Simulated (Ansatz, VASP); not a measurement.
## Cross-check of AgCl (Chlorargyrite) between VASP and Ansatz

Wanted: the spread between two codes on one cell, functional and k mesh. The cell is taken from a series of runs on this material, whose earlier steps may have relaxed, scaled, displaced or heated it; both programs get it as it stands.

Method: plane waves, with VASP 6.6.1 beside it; relaxation of cell and atoms at RPBE and zone-centre phonons at RPBE, in Ansatz 0.2.0.

### Step 1. The structure

It takes space group Fm-3m (No. 225, cubic). Conventional cell: a = 5.769 Å, b = 5.769 Å, c = 5.769 Å, α = 90.00°, β = 90.00°, γ = 90.00°. Nearest to Ag lie 6 Cl at 2.88 Å. Nearest to Cl lie 6 Ag at 2.88 Å. Farther neighbours and most contacts between anions are not listed.

Structure file:

```cif
data_structure
_symmetry_space_group_name_H-M 'P 1'
_symmetry_Int_Tables_number 1
_cell_length_a 4.0792
_cell_length_b 4.0792
_cell_length_c 4.0792
_cell_angle_alpha 60.000
_cell_angle_beta 60.000
_cell_angle_gamma 60.000
_cell_volume 47.99
loop_
_atom_site_label
_atom_site_type_symbol
_atom_site_fract_x
_atom_site_fract_y
_atom_site_fract_z
_atom_site_occupancy
Ag1 Ag 0.00000 0.00000 0.00000 1
Cl2 Cl 0.50000 0.50000 0.50000 1
```

### Step 2. VASP: relaxation of cell and atoms, RPBE

The relaxed volume is the usual yardstick between codes: in a stiff, nearly cubic crystal its relative difference is about their pressure difference at one cell divided by the bulk modulus.

Lines of VASP's logs that name or quote its potential files are left out, and so is its time.

INCAR

```
SYSTEM = AgCl
PREC = Accurate
ENCUT = 500
EDIFF = 1E-07
NELM = 120
ISMEAR = 0
SIGMA = 0.02
LREAL = .FALSE.
ALGO = Normal
GGA = RP
NBANDS = 15
LASPH = .TRUE.
LORBIT = 11
LWAVE = .FALSE.
LCHARG = .FALSE.
ISIF = 3
IBRION = 2
NSW = 80
EDIFFG = -0.005
GGA_COMPAT = .FALSE.
NELMIN = 4
EFERMI = MIDGAP
KPAR = 2
```

POSCAR

```
AgCl
1.0
    0.0000000000      2.8843980000      2.8843980000
    2.8843980000      0.0000000000      2.8843980000
    2.8843980000      2.8843980000      0.0000000000
Ag Cl
1 1
Direct
    0.0000000000      0.0000000000      0.0000000000
    0.5000000000      0.5000000000      0.5000000000
```

KPOINTS

```
Automatic mesh
0
Gamma
8 8 8
0 0 0
```

The projector-augmented-wave data sets are Ag and Cl (PBE family, release 64).

Started as:

```sh
> mpirun -np 2 vasp_std
```

Numbers of over 12 decimals in the logs are rounded to 6 here.

Output:

```text
[banner, memory and clock lines left out]
running    2 mpi-ranks, on    1 nodes
 distrk:  each k-point on    1 cores,    2 groups
 distr:  one band on    1 cores,    1 groups

 POSCAR found type information on POSCAR AgCl
 POSCAR found :  2 types and       2 ions
|                                                                             |
|               ----> ADVICE to this user running VASP <----                  |
|                                                                             |
|     You enforced a specific xc type in the INCAR file but a different       |
|     [... a line on the potential file left out ...]
|     I HOPE YOU KNOW WHAT YOU ARE DOING!                                     |
|                                                                             |

 LDA part: xc-table for (Slater+PW92), standard interpolation
 POSCAR, INCAR and KPOINTS ok, starting setup
 FFT: planning ... GRIDC
 FFT: planning ... GRID_SOFT
 FFT: planning ... GRID
 WAVECAR not read
 entering main loop
       N       E                     dE             d eps       ncg     rms          rms(c)
DAV:   1     0.948655980464E+02    0.94866E+02   -0.83103E+03   910   0.103E+03
DAV:   2    -0.124903045470E+01   -0.96115E+02   -0.88913E+02  1052   0.220E+02
DAV:   3    -0.492660920945E+01   -0.36776E+01   -0.36687E+01  1108   0.454E+01
DAV:   4    -0.495395381150E+01   -0.27345E-01   -0.27342E-01  1143   0.424E+00
DAV:   5    -0.495437100883E+01   -0.41720E-03   -0.41719E-03  1045   0.525E-01    0.448E+00
DAV:   6    -0.473776782824E+01    0.21660E+00   -0.28380E-01  1045   0.637E+00    0.304E+00
DAV:   7    -0.473276244559E+01    0.50054E-02   -0.11012E-01  1003   0.243E+00    0.176E+00
DAV:   8    -0.473444139044E+01   -0.16789E-02   -0.75649E-03  1003   0.954E-01    0.221E-01
DAV:   9    -0.473482738387E+01   -0.38599E-03   -0.86996E-04  1094   0.383E-01    0.502E-02
DAV:  10    -0.473508034409E+01   -0.25296E-03   -0.36412E-04   968   0.163E-01    0.540E-02
DAV:  11    -0.473511588135E+01   -0.35537E-04   -0.49335E-05  1017   0.479E-02    0.467E-03
DAV:  12    -0.473511688972E+01   -0.10084E-05   -0.12310E-06  1143   0.101E-02    0.467E-03
DAV:  13    -0.473511772571E+01   -0.83599E-06   -0.21831E-06   982   0.103E-02    0.176E-03
DAV:  14    -0.473511764709E+01    0.78621E-07   -0.65922E-08   933   0.194E-03
   1 F= -.47351176E+01 E0= -.47351176E+01  d E =-.473512E+01
 curvature:   0.00 expect dE= 0.000E+00 dE for cont linesearch  0.000E+00
 trial: gam= 0.00000 g(F)=  0.473E-60 g(S)=  0.894E-04 ort = 0.000E+00 (trialstep = 0.100E+01)
 search vector abs. value=  0.894E-04
 bond charge predicted
       N       E                     dE             d eps       ncg     rms          rms(c)
DAV:   1    -0.473634311028E+01   -0.12254E-02   -0.20407E-02   884   0.142E+00    0.235E-01
DAV:   2    -0.473525235932E+01    0.10908E-02   -0.26229E-03   884   0.567E-01    0.664E-02
DAV:   3    -0.473517707100E+01    0.75288E-04   -0.23464E-04  1073   0.123E-01    0.504E-02
DAV:   4    -0.473517820233E+01   -0.11313E-05   -0.72456E-06   982   0.251E-02    0.141E-02
DAV:   5    -0.473518046743E+01   -0.22651E-05   -0.15773E-06  1038   0.169E-02    0.216E-03
DAV:   6    -0.473518059005E+01   -0.12262E-06   -0.29257E-07   959   0.576E-03    0.821E-04
DAV:   7    -0.473518055207E+01    0.37976E-07   -0.19193E-08   701   0.138E-03
   2 F= -.47351806E+01 E0= -.47351806E+01  d E =-.629050E-04
 trial-energy change:   -0.000063  1 .order   -0.000062   -0.000089   -0.000034
 step:   1.4992(harm=  1.6058)  dis= 0.00000  next Energy=    -4.735189 (dE=-0.715E-04)
 bond charge predicted
       N       E                     dE             d eps       ncg     rms          rms(c)
DAV:   1    -0.473548006462E+01   -0.29947E-03   -0.50875E-03   870   0.711E-01    0.118E-01
DAV:   2    -0.473520620004E+01    0.27386E-03   -0.65247E-04   884   0.284E-01    0.334E-02
DAV:   3    -0.473518761463E+01    0.18585E-04   -0.58728E-05  1059   0.614E-02    0.253E-02
DAV:   4    -0.473518919101E+01   -0.15764E-05   -0.18298E-06   982   0.126E-02    0.703E-03
DAV:   5    -0.473519036965E+01   -0.11786E-05   -0.40611E-07  1017   0.858E-03    0.107E-03
DAV:   6    -0.473519042362E+01   -0.53978E-07   -0.71207E-08   505   0.290E-03
   3 F= -.47351904E+01 E0= -.47351904E+01  d E =-.727765E-04
 curvature:  -0.78 expect dE=-0.283E-06 dE for cont linesearch -0.283E-06
 trial: gam=-0.05968 g(F)=  0.212E-60 g(S)=  0.363E-06 ort = 0.570E-05 (trialstep = 0.110E+01)
 search vector abs. value=  0.158E-08
 reached required accuracy - stopping structural energy minimisation
```

From OUTCAR (step 2):

```text
ion  position               nearest neighbor table
   1  0.000  0.000  0.000-   2 2.88   2 2.88   2 2.88   2 2.88   2 2.88   2 2.88
   2  0.500  0.500  0.500-   1 2.88   1 2.88   1 2.88   1 2.88   1 2.88   1 2.88

  LATTYP: Found a face centered cubic cell.
 ALAT       =     5.7687960000

 Subroutine GETGRP returns: Found 48 space group operations
 (whereof 48 operations were pure point group operations)

The static configuration has the point symmetry O_h .

 Found     29 irreducible k-points:

   k-points           NKPTS =     29   k-points in BZ     NKDIM =     29   number of bands    NBANDS=     15

   dimension x,y,z NGX =    30 NGY =   30 NGZ =   30
   dimension x,y,z NGXF=    60 NGYF=   60 NGZF=   60

   ENCUT  =  500.0 eV  36.75 Ry    6.06 a.u.   7.44  7.44  7.44*2*pi/ulx,y,z

   NELECT =      18.0000    total number of electrons

 k-points in reciprocal lattice and weights: Automatic mesh
   0.00000000  0.00000000  0.00000000       0.002
   0.12500000  0.00000000  0.00000000       0.016
   0.25000000  0.00000000  0.00000000       0.016
   0.37500000  0.00000000  0.00000000       0.016
   0.50000000  0.00000000  0.00000000       0.008
   0.12500000  0.12500000  0.00000000       0.012
   0.25000000  0.12500000  0.00000000       0.047
   0.37500000  0.12500000  0.00000000       0.047
   0.50000000  0.12500000  0.00000000       0.047
[...]
-0.37500000  0.50000000  0.12500000       0.023
  -0.25000000  0.50000000  0.25000000       0.012

 average (electrostatic) potential at core
       1 -74.0792       2 -92.2384

 E-fermi :   3.1713

 k-point     1 :       0.0000    0.0000    0.0000
  band No.  band energies     occupation
    ...
      5       0.6166      2.00000
      6       0.6166      2.00000
      7       0.7241      2.00000
      8       0.7241      2.00000
      9       0.7241      2.00000
     10       3.7491      0.00000
     11      13.5766      0.00000
     12      13.5766      0.00000
     13      13.5766      0.00000
     14      15.4184      0.00000
    ...

 k-point     2 :       0.1250    0.0000    0.0000
  band No.  band energies     occupation
    ...
      5       0.6212      2.00000
      6       0.6212      2.00000
      7       0.8219      2.00000
      8       1.3347      2.00000
      9       1.3347      2.00000
     10       4.3703      0.00000
     11      12.2702      0.00000
     12      13.1827      0.00000
     13      13.1827      0.00000
     14      14.5191      0.00000
    ...

 k-point     3 :       0.2500    0.0000    0.0000
  band No.  band energies     occupation
    ...
      5       0.7125      2.00000
      6       0.7125      2.00000
      7       0.9339      2.00000
      8       1.9557      2.00000
      9       1.9557      2.00000
     10       5.5886      0.00000
     11      10.5734      0.00000
     12      11.9193      0.00000
     13      11.9193      0.00000
     14      14.8895      0.00000
    ...

  Total       -0.0022407     -0.0022407     -0.0022407      0.0000000      0.0000000      0.0000000
  in kB       -0.0750845     -0.0750845     -0.0750845      0.0000000      0.0000000      0.0000000
  external PRESSURE =      -0.0750845 kB  Pullay stress =       0.0000000 kB

  energy-cutoff  :      500.00
  volume of cell :       47.81
      direct lattice vectors                 reciprocal lattice vectors
     0.000000000  2.880731275  2.880731275    -0.173567040  0.173567040  0.173567040
     2.880731275  0.000000000  2.880731275     0.173567040 -0.173567040  0.173567040
     2.880731275  2.880731275 -0.000000000     0.173567040  0.173567040 -0.173567040

 POSITION                                       TOTAL-FORCE (eV/Angst)
 -----------------------------------------------------------------------------------
      0.00000      0.00000      0.00000        -0.000000     -0.000000     -0.000000
      2.88073      2.88073      2.88073         0.000000      0.000000      0.000000
 -----------------------------------------------------------------------------------
    total drift:                               -0.000000      0.000000      0.000000

  FREE ENERGIE OF THE ION-ELECTRON SYSTEM (eV)
  ---------------------------------------------------
  free  energy   TOTEN  =        -4.7351904236 eV

  energy  without entropy=       -4.7351904236  energy(sigma->0) =       -4.73519042

 reached required accuracy - stopping structural energy minimisation

 total charge
# of ion       s       p       d       tot
------------------------------------------
    1        0.167   0.103   9.391   9.660
    2        1.606   3.492   0.000   5.099
--------------------------------------------------
tot          1.773   3.595   9.391  14.759

[... 3 further parts left out ...]
```

CONTCAR:

```
AgCl
   1.00000000000000
     0.0000000000000000    2.8807312748095160    2.8807312748095160
     2.8807312748095160    0.0000000000000000    2.8807312748095160
     2.8807312748095160    2.8807312748095160   -0.0000000000000000
  Ag              Cl
     1     1
Direct
     0.0000000000000000    0.0000000000000000    0.0000000000000000
     0.5000000000000000    0.5000000000000000    0.5000000000000000
```

### Step 3. Ansatz: relaxation of cell and atoms, RPBE

Ansatz runs on its default PAW (the set named soft_2) files.

The same cell, functional, mesh and smearing now go to Ansatz, which takes its cutoff from its data sets.

input.yaml

```yaml
crystal:
  lattice:
    - [0.0, 2.8843977927, 2.8843977927]
    - [2.8843977927, 0.0, 2.8843977927]
    - [2.8843977927, 2.8843977927, 0.0]
  atoms:
    - { symbol: Ag, position: [0.0, 0.0, 0.0] }
    - { symbol: Cl, position: [0.5, 0.5, 0.5] }
kpoints:
  mp_grid: { grid: [8, 8, 8] }
hamiltonian:
  xc: rpbe
scf:
  occupations: { method: gaussian, width: 0.02 }
output:
  forces: true
  stress: true
  eigenvalues: true
relax:
  adjacent_minimum: "off"
  f_tol: 0.005
  max_steps: 80
  cell: { stress_tol: 0.05 }
```

Started as:

```sh
> ansatz run input.yaml --threads 2 --pin off --max-ram 5120MiB --backend cpu --events-out ev --progress --plain --runs-dir out
```

Output:

```text
Engine: ansatz 0.2.0, aarch64-unknown-linux-gnu
Pseudopotentials: kind: paw
Pseudopotential: Ag, paw, valence charge 19, recommended cutoff 420 eV (normal), Ag.paw.azcp
Pseudopotential: Cl, paw, valence charge 7, recommended cutoff 420 eV (normal), Cl.paw.azcp
Functional definition: RPBE
  parameter kappa = 0.804
  parameter beta = 0.066725
  exchange = rpbe_x(kappa = kappa, mu = beta*pi^2/3)
  correlation = pbe_c(beta = beta)
Crystal: 2 atoms, lattice volume = 47.995 Å³
Basis set: ecut = 420 eV, 941 PW (Γ), exchange–correlation on 60×60×60 points (8 copies of the dense FFT grid, shifted against one another)
Bands: 17, of which v1, the nominal top of the filled ones, is band 13 counted from 1 (12 counted from 0)
Symmetry: 48 space group operations
Space group: Fm-3m (ITA 225), of the structure as read, at distance tolerance 3.6e-5 Å
k-points: 29 of 512
Non-local potential: Ag, projectors of the file, l = 0: 3, l = 1: 2, l = 2: 2, l = 3: 1
Non-local potential: Cl, projectors of the file, l = 0: 2, l = 1: 2, l = 2: 2
PAW form: soft (Blöchl's): semilocal exchange-correlation on the pseudo side does not see the compensation charge
PAW frozen core: Ag, regenerated for the run's functional, and the local potential with it (the file was generated under x = pbe(κ = 0.804, μ = 0.219515), c = pbe(β = 0.066725))
PAW frozen core: Cl, regenerated for the run's functional, and the local potential with it (the file was generated under x = pbe(κ = 0.804, μ = 0.219515), c = pbe(β = 0.066725))
PAW one-centre angular grid: Ag, 590 points (default); XC on 64 Gauss nodes
PAW one-centre angular grid: Cl, 110 points (default); XC on 64 Gauss nodes
Initial density: superposition of atomic densities (neutral atoms: chi_scale 0, normalization atom), corrected by the library's trained network
Initial wavefunctions: pseudopotential atomic-orbital guess
Functional: x = rpbe, c = pbe(β = 0.066725)
SCF iter   1: F=—  HF=-8682.704345 eV  |F-HF|=—  |Δ(HF+E_count)|=         —  Δρ=4.82e-3  dr2=1.17e-2  ethr=1.77e-3  ⟨swp⟩=5.2  Hψ=2382  notcnv=0
preconditioner: auto → none  [insulator: Δε(μ)=1.215 eV  Ē_g=10.615 eV  σ=0.020 eV  W_gap=1.00  n_scr=14 (ndim 8)  ℏωp=22.7 eV  f_vac=0.055  D(μ)=0.00/eV (n_scr^D=0)  ε∞_Penn≈5.6]
SCF iter   2: F=—  HF=-8682.702681 eV  |F-HF|=—  |Δ(HF+E_count)|=   1.66e-3  Δρ=2.04e-3  dr2=1.03e-3  ethr=4.49e-5  ⟨swp⟩=2.6  Hψ=1147  notcnv=0
SCF iter   3: F=—  HF=-8682.702534 eV  |F-HF|=—  |Δ(HF+E_count)|=   1.47e-4  Δρ=8.22e-4  dr2=2.25e-4  ethr=3.95e-6  ⟨swp⟩=2.4  Hψ=860  notcnv=0
SCF iter   4: F=—  HF=-8682.702570 eV  |F-HF|=—  |Δ(HF+E_count)|=   3.60e-5  Δρ=3.52e-4  dr2=7.30e-5  ethr=8.64e-7  ⟨swp⟩=2.0  Hψ=674  notcnv=0
SCF iter   5: F=—  HF=-8682.702570 eV  |F-HF|=—  |Δ(HF+E_count)|=   3.43e-7  Δρ=5.63e-5  dr2=2.43e-6  ethr=2.81e-7  ⟨swp⟩=2.0  Hψ=685  notcnv=0
SCF iter   6: F=-8682.702571 eV  HF=-8682.702571 eV  |F-HF|=2.98e-8  |Δ(HF+E_count)|=   1.39e-6  Δρ=5.89e-6  dr2=1.57e-8  ethr=3.85e-10  ⟨swp⟩=3.6  Hψ=2271  notcnv=0
SCF 1 converged in 6 iterations: F = -8682.702571 eV  dr2 = 1.57e-8
  greatest PAW one-centre occupation: 1.000 electrons in one spin orbital (limit 2), on the Ag atom at site 0 (counted from 0), in its partial waves of l = 1
relax step   1: F+E_penalty+E_count = -8682.70257147 eV  Δ(F+E_penalty+E_count) = +0.000e0 eV  max|allowed force component| = 7.100e-30 eV/Å  Δτ_max = 0.0000 Å  P = -0.004 GPa  Ω = 47.995 Å³  (6 SCF iters, dr2 threshold 1.00e-7 eV, accepted)
Initial density: handed on by an earlier stage of this run
Initial wavefunctions: pseudopotential atomic-orbital guess (no wavefunctions were taken with the density)
iter 1 solved again at ethr=2.54e-8 eV; its pass at ethr=3.10e-3 eV (dr2=6.60e-6 eV) is discarded
SCF iter   1: F=—  HF=-8682.702571 eV  |F-HF|=—  |Δ(HF+E_count)|=         —  Δρ=5.76e-6  dr2=1.52e-8  ethr=2.54e-8  ⟨swp⟩=3.0  Hψ=3733  notcnv=0
preconditioner: auto → none  [insulator: Δε(μ)=1.167 eV  Ē_g=10.578 eV  σ=0.020 eV  W_gap=1.00  n_scr=14 (ndim 8)  ℏωp=22.7 eV  f_vac=0.062  D(μ)=0.00/eV (n_scr^D=0)  ε∞_Penn≈5.6]
SCF iter   2: F=—  HF=-8682.702571 eV  |F-HF|=—  |Δ(HF+E_count)|=   5.63e-8  Δρ=3.17e-6  dr2=4.77e-9  ethr=5.86e-11  ⟨swp⟩=2.0  Hψ=844  notcnv=0
SCF iter   3: F=—  HF=-8682.702571 eV  |F-HF|=—  |Δ(HF+E_count)|=   1.25e-8  Δρ=1.92e-6  dr2=1.88e-9  ethr=1.83e-11  ⟨swp⟩=2.0  Hψ=746  notcnv=0
SCF iter   4: F=-8682.702571 eV  HF=-8682.702571 eV  |F-HF|=1.27e-11  |Δ(HF+E_count)|=   2.78e-9  Δρ=1.51e-7  dr2=4.87e-12  ethr=1.00e-12  ⟨swp⟩=5.0  Hψ=2591  notcnv=0
SCF 2 converged in 4 iterations: F = -8682.702571 eV  dr2 = 4.87e-12
relax step   2: F+E_penalty+E_count = -8682.70257148 eV  Δ(F+E_penalty+E_count) = -1.088e-8 eV  max|allowed force component| = 6.015e-30 eV/Å  Δτ_max = 0.0000 Å  P = -0.004 GPa  Ω = 47.995 Å³  stress off target by 4.46e-3 GPa  SCF on the basis re-selected at this cell (its energy is not comparable with the rows above)  (4 SCF iters)
basis re-selected at this cell: Δ(F+E_penalty+E_count) = -1.088e-8 eV, ΔP = +0.000 GPa vs the last step (what re-selecting the basis moved, of the pressure what is left beyond the Pulay correction that the steps carried, after the strain that the cell walked since its last selection, with what the two solves' SCF thresholds leave and, on support functions, any second-order correction that the steps lacked; it is no m [...]
SCF converged after 4 iterations
Free energy (F): -8682.702571 eV
Harris-Foulkes:  -8682.702571 eV  (|F-HF|=1.27e-11)
Internal energy: -8682.702571 eV  (E = F + TS)
E sigma→0 (E₀):  -8682.702571 eV
Fermi energy:    6.942080 eV
--- Per-component energies (eV) ---
  E_band       = -392.406435
  E_kinetic    = 688.422025
  E_local      = -3390.405604  (includes V_loc(G=0)·N_el)
  E_nonlocal   = 111.367166
  E_hartree    = 1482.510837
  E_xc         = -290.094553
  E_vxc        = -353.227912  (∫ρ·V_xc dr)
  E_paw        = -4576.474024  (= ΣΔE_a)
  E_vpaw       = -413.584069  (= ΣTr[D̂ρ^β])
  E_aug_tail   = 0.000411  (compensation charges beyond the density's cutoff)
  E_ewald      = -2707.876269
  E_core_change = -0.152561  (= ΣΔE_core)
  E_smearing   = -0.000000  (= −TS)
  E_closure    = -0.000000  (closes the sum)
  Σ components = -8682.702571   (vs F -8682.702571, Δ=0.00e0)
--- Forces (eV/Å), atoms counted from 1 ---
  atom   1  Ag    -0.00000000     0.00000000     0.00000000
  atom   2  Cl     0.00000000    -0.00000000     0.00000000
  max |Σ_I F_I| component: 6.90e-30 eV/Å
--- Stress (GPa, compression-positive) ---
       -0.004464       0.000000      -0.000000
        0.000000      -0.004464      -0.000000
       -0.000000      -0.000000      -0.004464
  P = ⅓ Tr σ = -0.0045 GPa (-0.045 kbar)
--- Band table (eV; the first three rows and the last of 29) ---
  k-point 0: bands = [... 9 lower, 4.3879, 4.5113, 4.5113, 4.5113, 7.5254, 17.2276, 17.2276, 17.2276]
  k-point 1: bands = [... 9 lower, 4.3925, 4.5963, 5.1102, 5.1102, 8.1442, 15.9859, 16.8673, 16.8673]
  k-point 2: bands = [... 9 lower, 4.4826, 4.7051, 5.7260, 5.7260, 9.3591, 14.3206, 15.6337, 15.6337]
  k-point 28: bands = [... 9 lower, 4.7023, 4.7071, 4.7071, 5.4391, 10.5171, 14.3808, 14.3808, 14.4397]
--- Relaxed structure (1 steps of the walk, 1 accepted, 1 SCFs on fresh bases) ---
  F+E_penalty+E_count = -8682.70257148 eV   max|allowed force component| = 6.015e-30 eV/Å   (the final SCF, on the basis selected at the relaxed cell)
  cell:  # Å, volume = 47.9949 Å³
    - [0.0, 2.8843977927, 2.8843977927]
    - [2.8843977927, 0.0, 2.8843977927]
    - [2.8843977927, 2.8843977927, 0.0]
  atoms:
    - { symbol: Ag, position: [0.0, 0.0, 0.0] }
    - { symbol: Cl, position: [0.5, 0.5, 0.5] }
```

### Step 4. Differences

Known differences besides the potentials themselves: the data sets hold 26 valence electrons in Ansatz (on its default PAW (the set named soft_2) files) and 18 in VASP; the cutoff is 420 eV in Ansatz and 500 eV in VASP; Ansatz makes its cores anew for this functional, VASP keeps those of its PBE data sets; Ansatz adds a Pulay correction to the stress that steers its cell, VASP none. Total energies have different zeros and are not compared.

Both answers:

```
                                         quantity  Ansatz   VASP  difference
                                      volume (Å³)   47.99  47.81     +0.38 %
edge a after relaxation, in the typed setting (Å)   4.079  4.074     +0.13 %
```

(Part 1 of 2 ends here.)

[Lines on the potential files, build, host, timing and source positions are cut from VASP's logs without a mark.]

[Logs are printed without paths, hosts, clocks, repeated set-up lines and the standing remarks that a program may print on its own settings, such as how far it seeks lower states.]

[Hosts, paths, dates, database ids (printed as entryN), source tags and the programs' standing remarks are cut or masked in the printed files.]
